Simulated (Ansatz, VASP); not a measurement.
# Cross-check of Hf between VASP and Ansatz, part 2 of 2

One calculation is typed for both programs; each brings its own data sets. How far apart do they land? Of the first pair: The cell is taken from a series of runs on this material, whose earlier steps may have relaxed, scaled, displaced or heated it; both programs get it as it stands.

VASP 6.6.1 and Ansatz 0.2.0.

So far: Starting point; Ansatz: relaxation of cell and atoms, PBEsol, pair 1; VASP: relaxation of cell and atoms, PBEsol, pair 1; Differences.

**5. Ansatz: relaxation, PBEsol**

Level of this step: Ansatz beside VASP: Kohn-Sham DFT, plane waves, PBEsol (Ansatz).

This run makes the geometry at which the two programs are then compared.

The structure compared here is the end of the Ansatz relaxation.

The input, input.yaml:

```yaml
crystal:
  lattice:
    - [3.1586238401, 0.0, 0.0]
    - [-1.57931192, 2.7354484865, 0.0]
    - [0.0, 0.0, 4.9985119367]
  atoms:
    - { symbol: Hf, position: [0.3333333333, 0.6666666667, 0.75] }
    - { symbol: Hf, position: [0.6666666667, 0.3333333333, 0.25] }
kpoints:
  mp_grid: { grid: [16, 16, 9] }
scf:
  occupations: { method: fermi_dirac, width: 0.05 }
hamiltonian:
  xc: pbesol
  pseudopotentials: { kind: paw, azcp: { folder: soft_1 }, xc_functional: pbe }
basis:
  ecutwfc: 600
output:
  forces: true
  stress: true
  write_density: true
  write_potential: true
  elf: true
  volumetric_format: npy
relax:
  f_tol: 0.005
  max_steps: 70
  cell: { stress_tol: 0.02, p_target: -4 }
```

On the command line:

```
> ansatz run input.yaml --threads 4 --pin off --max-ram 10240MiB --backend cpu --events-out ev --progress --plain --runs-dir out
```

Numbers of over 12 decimals in the logs are rounded to 6 here.

The program printed:

```text
[...]
Crystal: 2 atoms, lattice volume = 43.188 Å³
Basis set: ecut = 600 eV, 1459 PW (Γ), exchange–correlation on 54×54×80 points (8 copies of the dense FFT grid, shifted against one another)
Bands: 32, of which v1, the nominal top of the filled ones, is band 26 counted from 1 (25 counted from 0)
Symmetry: 24 space group operations
[...]
k-points: 150 of 2304
[...]
k-point 149: bands = [... 22 lower, 15.9843, 16.0077, 16.6551, 16.6644, 17.7196, 17.8068, 20.2190, 20.6888, ... 2 higher]
--- Relaxed structure (4 steps of the walk, 3 accepted, 1 SCFs on fresh bases) ---
[...]
cell:  # Å, volume = 44.8546 Å³
    - [3.199892, -2.92447147382012e-11, 0]
    - [-1.599946, 2.771188, 0]
    - [0, 0, 5.058318]
  atoms:
    - { symbol: Hf, position: [0.333333, 0.666667, 0.750000] }
    - { symbol: Hf, position: [0.666667, 0.333333, 0.250000] }
[key lines of the parts left out:]
SCF converged after 8 iterations
Free energy (F): -31197.593090 eV
Fermi energy:    17.955713 eV
P = ⅓ Tr σ = -4.0062 GPa (-40.062 kbar)
```

**6. VASP: single point, PBEsol**

The same cell, functional, mesh and smearing now go to VASP, with its own data sets.

The input, INCAR:

```
SYSTEM = Hf
PREC = Accurate
ENCUT = 500
EDIFF = 1E-06
NELM = 120
ISMEAR = -1
SIGMA = 0.05
LREAL = .FALSE.
ALGO = Normal
GGA = PS
NBANDS = 16
LASPH = .TRUE.
LORBIT = 11
LWAVE = .FALSE.
LCHARG = .FALSE.
ISIF = 2
GGA_COMPAT = .FALSE.
KPAR = 2
```

The input, POSCAR:

```
Hf
1.0
    3.1998919203      0.0000000000      0.0000000000
   -1.5999459601      2.7711876923      0.0000000000
    0.0000000000      0.0000000000      5.0583181825
Hf
2
Direct
    0.3333333333      0.6666666667      0.7500000000
    0.6666666667      0.3333333333      0.2500000000
```

The input, KPOINTS:

```
Automatic mesh
0
Gamma
16 16 9
0 0 0
```

Potentials, in the order of the species: Hf_pv (PBE family, release 64).

On the command line:

```
> mpirun -np 2 vasp_std
```

The program printed:

```text
[banner, memory and clock lines left out]
running    2 mpi-ranks, on    1 nodes
[...]
[... a notice as in an earlier step ...]

 LDA part: xc-table for (Slater+PW92), standard interpolation
 POSCAR, INCAR and KPOINTS ok, starting setup
[...]
entering main loop
       N       E                     dE             d eps       ncg     rms          rms(c)
DAV:   1     0.465643587572E+02    0.46564E+02   -0.11280E+04  4800   0.115E+03
DAV:   2    -0.201123075477E+02   -0.66677E+02   -0.65076E+02  6304   0.250E+02
DAV:   3    -0.217773102857E+02   -0.16650E+01   -0.16575E+01  6416   0.270E+01
DAV:   4    -0.217902363850E+02   -0.12926E-01   -0.12924E-01  5864   0.294E+00
[...]
DAV:  10    -0.209880114483E+02    0.10476E-04   -0.40849E-05  5696   0.458E-02    0.162E-01
DAV:  11    -0.209880132770E+02   -0.18288E-05   -0.40123E-06  6264   0.142E-02    0.131E-02
DAV:  12    -0.209880133682E+02   -0.91107E-07   -0.38362E-07  3496   0.433E-03
   1 F= -.20988013E+02 E0= -.20981594E+02  d E =-.128386E-01
```

OUTCAR, selected parts (step 6):

```text
  Total       -1.2181388     -1.2181388     -1.2437685     -0.0000000     -0.0000000      0.0000000
  in kB      -43.5110898    -43.5110898    -44.4265650     -0.0000000     -0.0000000      0.0000000
  external PRESSURE =     -43.8162482 kB  Pullay stress =       0.0000000 kB

 POSITION                                       TOTAL-FORCE (eV/Angst)
 -----------------------------------------------------------------------------------
     -0.00000      1.84746      3.79374         0.000000     -0.000000      0.000000
      1.59995      0.92373      1.26458        -0.000000      0.000000      0.000000
 -----------------------------------------------------------------------------------
    total drift:                               -0.000000      0.000000     -0.000000

  FREE ENERGIE OF THE ION-ELECTRON SYSTEM (eV)
  ---------------------------------------------------
  free  energy   TOTEN  =       -20.9880133682 eV

  energy  without entropy=      -20.9751748117  energy(sigma->0) =      -20.98159409

[... 1 part as in an earlier step ...]

[... 2 further parts left out ...]
[key lines of the parts left out:]
E-fermi :   4.7505
```

The run ends at a pressure of -4.38 GPa.

**7. Comparison**

What differs besides the data sets and the points named for the pairs above, as far as they apply: the data sets hold 52 valence electrons in Ansatz (on its PAW soft_1 files) and 20 in VASP; Ansatz's pressure holds a Pulay correction, VASP's none. Total energies have different zeros and are not compared.

The two programs side by side:

```csv
quantity,Ansatz,VASP,difference
pressure (GPa),-4.01,-4.38,+0.38
```

**8. VASP: relaxation of cell and atoms, PBEsol, pair 3**

The relaxed volume is the usual yardstick between codes: in a stiff, nearly cubic crystal its relative difference is about their pressure difference at one cell divided by the bulk modulus.

Edit INCAR of step 6 so:

```diff
@@ -3,3 +3,3 @@
 ENCUT = 500
-EDIFF = 1E-06
+EDIFF = 1E-07
 NELM = 120
@@ -15,4 +15,8 @@
 LCHARG = .FALSE.
-ISIF = 2
+ISIF = 3
+IBRION = 2
+NSW = 80
+EDIFFG = -0.005
 GGA_COMPAT = .FALSE.
+NELMIN = 4
 KPAR = 2
```

The input, POSCAR:

```
Hf
1.0
    3.1559834021      0.0000000000      0.0000000000
   -1.5779917011      2.7331618020      0.0000000000
    0.0000000000      0.0000000000      4.9915190503
Hf
2
Direct
    0.3333333300      0.6666666700      0.7500000000
    0.6666666700      0.3333333300      0.2500000000
```

KPOINTS is that of step 6.

On the command line:

```
> mpirun -np 2 vasp_std
```

The program printed:

```text
[... set-up lines as in an earlier step ...]
 entering main loop
       N       E                     dE             d eps       ncg     rms          rms(c)
DAV:   1     0.464644745207E+02    0.46464E+02   -0.11346E+04  4840   0.116E+03
DAV:   2    -0.201951477085E+02   -0.66660E+02   -0.65160E+02  6416   0.250E+02
DAV:   3    -0.217513383887E+02   -0.15562E+01   -0.15433E+01  6344   0.264E+01
DAV:   4    -0.217629941465E+02   -0.11656E-01   -0.11654E-01  6032   0.280E+00
[...]
DAV:  10    -0.210130588857E+02    0.78823E-05   -0.47654E-05  5640   0.497E-02    0.211E-01
DAV:  11    -0.210130595768E+02   -0.69118E-06   -0.52710E-06  6432   0.164E-02    0.117E-02
DAV:  12    -0.210130596757E+02   -0.98815E-07   -0.43433E-07  5744   0.453E-03
   1 F= -.21013060E+02 E0= -.21006998E+02  d E =-.210131E+02
[...]
N       E                     dE             d eps       ncg     rms          rms(c)
DAV:   1    -0.210130713435E+02   -0.11767E-04   -0.40816E-04  5016   0.154E-01    0.427E-02
DAV:   2    -0.210130628537E+02    0.84898E-05   -0.17524E-05  5760   0.307E-02    0.128E-02
DAV:   3    -0.210130600829E+02    0.27708E-05   -0.38511E-06  5944   0.135E-02    0.640E-03
DAV:   4    -0.210130596021E+02    0.48084E-06   -0.11798E-06  6208   0.757E-03    0.465E-03
DAV:   5    -0.210130597347E+02   -0.13267E-06   -0.71281E-08  3192   0.179E-03    0.457E-04
DAV:   6    -0.210130597415E+02   -0.67614E-08   -0.11081E-08  2760   0.796E-04
   2 F= -.21013060E+02 E0= -.21007004E+02  d E =-.658299E-07
 trial-energy change:   -0.000000  1 .order   -0.000000   -0.000003    0.000002
 step:   0.5487(harm=  0.5487)  dis= 0.00000  next Energy=   -21.013060 (dE=-0.770E-06)
 reached required accuracy - stopping structural energy minimisation
```

From OUTCAR (step 8):

```text
  Total        0.0074644      0.0074644      0.0065544     -0.0000000     -0.0000000     -0.0000000
  in kB        0.2778553      0.2778553      0.2439835     -0.0000000     -0.0000000     -0.0000000
  external PRESSURE =       0.2665647 kB  Pullay stress =       0.0000000 kB

 POSITION                                       TOTAL-FORCE (eV/Angst)
 -----------------------------------------------------------------------------------
     -0.00000      1.82203      3.74269         0.000000     -0.000000      0.000000
      1.57792      0.91101      1.24756        -0.000000      0.000000      0.000000
 -----------------------------------------------------------------------------------
    total drift:                               -0.000002      0.000001     -0.000000

  FREE ENERGIE OF THE ION-ELECTRON SYSTEM (eV)
  ---------------------------------------------------
  free  energy   TOTEN  =       -21.0130597415 eV

  energy  without entropy=      -21.0009489446  energy(sigma->0) =      -21.00700434

[... 2 parts as in an earlier step ...]

[... 2 further parts left out ...]
[key lines of the parts left out:]
E-fermi :   5.0361
```

**9. Ansatz: relaxation of cell and atoms, PBEsol, pair 3**

Its own start cell and the same functional, mesh and smearing now go to Ansatz.

The two relaxations start from unlike cells of this crystal (the structure described is Ansatz's start), so only their ends are compared.

input.yaml, the sections that differ from step 5:

```yaml
crystal:
  lattice:
    - [3.19, 0.0, 0.0]
    - [-1.595, 2.76262104, 0.0]
    - [0.0, 0.0, 5.05]
  atoms:
    - { symbol: Hf, position: [0.33333333, 0.66666667, 0.75] }
    - { symbol: Hf, position: [0.66666667, 0.33333333, 0.25] }
output:
  forces: true
  stress: true
relax:
  f_tol: 0.005
  max_steps: 70
  cell: { stress_tol: 0.02, p_target: 0 }
# kpoints, scf, hamiltonian, basis: as in step 5
```

On the command line:

```
> ansatz run input.yaml --threads 4 --pin off --max-ram 10240MiB --backend cpu --events-out ev --progress --plain --runs-dir out
```

The program printed:

```text
[...]
Crystal: 2 atoms, lattice volume = 44.504 Å³
Basis set: ecut = 600 eV, 1461 PW (Γ), exchange–correlation on 54×54×90 points (8 copies of the dense FFT grid, shifted against one another)
Bands: 32, of which v1, the nominal top of the filled ones, is band 26 counted from 1 (25 counted from 0)
Symmetry: 24 space group operations
[...]
k-points: 150 of 2304
[...]
0.000000       0.010932       0.000000
        0.000000       0.000000       0.000082
  P = ⅓ Tr σ = 0.0073 GPa (0.073 kbar)
--- Relaxed structure (4 steps of the walk, 3 accepted, 1 SCFs on fresh bases) ---
[...]
cell:  # Å, volume = 43.1884 Å³
    - [3.158624, 0.0, 0.0]
    - [-1.579312, 2.735448, 0.0]
    - [0.0, 0.0, 4.998512]
  atoms:
    - { symbol: Hf, position: [0.333333, 0.666667, 0.750000] }
    - { symbol: Hf, position: [0.666667, 0.333333, 0.25] }
[key lines of the parts left out:]
SCF converged after 6 iterations
Free energy (F): -31197.614481 eV
Fermi energy:    18.724364 eV
```

**10. Differences**

What differs besides the data sets and the points named for the pairs above, as far as they apply: the data sets hold 52 valence electrons in Ansatz (on its PAW soft_1 files) and 20 in VASP. Total energies have different zeros and are not compared.

Compared:

```csv
quantity,Ansatz,VASP,difference
volume (Å³),43.19,43.04,+0.34 %
"edge a after relaxation, in the typed setting (Å)",3.159,3.156,+0.09 %
"edge c after relaxation, in the typed setting (Å)",4.998,4.990,+0.16 %
```

**11. Summary of results**

```
difference in volume (relaxation of cell and atoms, PBEsol, pair 1) : 0.32 %
difference in pressure (single point, PBEsol)                       : 0.38 GPa
difference in volume (relaxation of cell and atoms, PBEsol, pair 3) : 0.34 %
```

What this shows: The difference in pressure is 0.38 GPa (single point, PBEsol), within the 1 GPa picked in this series as the mark of a large difference. The data sets hold unlike numbers of valence electrons (52 in Ansatz and 20 in VASP), so part of the differences comes from the potentials. 5 further runs of this series are not shown here. Such differences can come from data sets, numerical settings and the points named under the comparisons, not from the functional's error against experiment.

[Lines on the potential files, build, host, timing and source positions are cut from VASP's logs without a mark.]

[Logs are printed without paths, hosts, clocks, repeated set-up lines and the standing remarks that a program may print on its own settings, such as how far it seeks lower states.]

[Hosts, paths, dates, database ids (printed as entryN), source tags and the programs' standing remarks are cut or masked in the printed files.]
